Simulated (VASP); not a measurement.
The system is AlCl.

```
Al Cl
1.0
     0.00000    2.84863    2.84863
     2.84863    0.00000    2.84863
     2.84863    2.84863    0.00000
Al Cl
1 1
Direct
  0.50000 0.50000 0.50000
  0.00000 0.00000 0.00000
```

The cell was built by a generator and needn't be a form met in nature.

| Property | Result |
| --- | --- |
| Program | VASP 6.6.1 |
| Task | relaxation of cell and atoms |
| Functional | PBEsol |
| Potentials or basis | VASP PAW PBE potentials, release 64 (Al, Cl) |
| Cutoff | 600 eV |
| k mesh | 8 × 8 × 8 |
| Occupations | fermi-dirac, width 0.05 eV |
| Spin | no spin polarisation |

At the start: pressure 3.5 GPa; volume 23.12 Å³/atom.

Problem. Where does the relaxation end?

Solution. Over 7 steps the energy falls by 27.9 meV/atom and the volume is 26.00 Å³/atom (+12.5 %); space group Fm-3m (No. 225, to 0.05 Å).

The path:
```
step  energy change (eV)  largest force (eV/Å)  pressure (GPa)  volume (Å³)
   1              0.0000                0.0000            3.46        46.23
   2             -0.0477                0.0000            1.11        49.65
   3             -0.0558                0.0000            0.05        51.86
   4             -0.0558                0.0000            0.03        51.98
   5             -0.0558                0.0000           -0.07        52.22
   6             -0.0558                0.0000           -0.04        52.13
   7             -0.0558                0.0000            0.01        52.01
```

Final structure:
```yaml
crystal:
  lattice:
    - [0.00000, 2.96268, 2.96268]
    - [2.96268, 0.00000, 2.96268]
    - [2.96268, 2.96268, 0.00000]
  atoms:
    - { symbol: Al, position: [0.50000, 0.50000, 0.50000] }
    - { symbol: Cl, position: [0.00000, 0.00000, 0.00000] }
```

Caveat: the PAW data sets were made with another functional, which shifts forces and pressure a little.
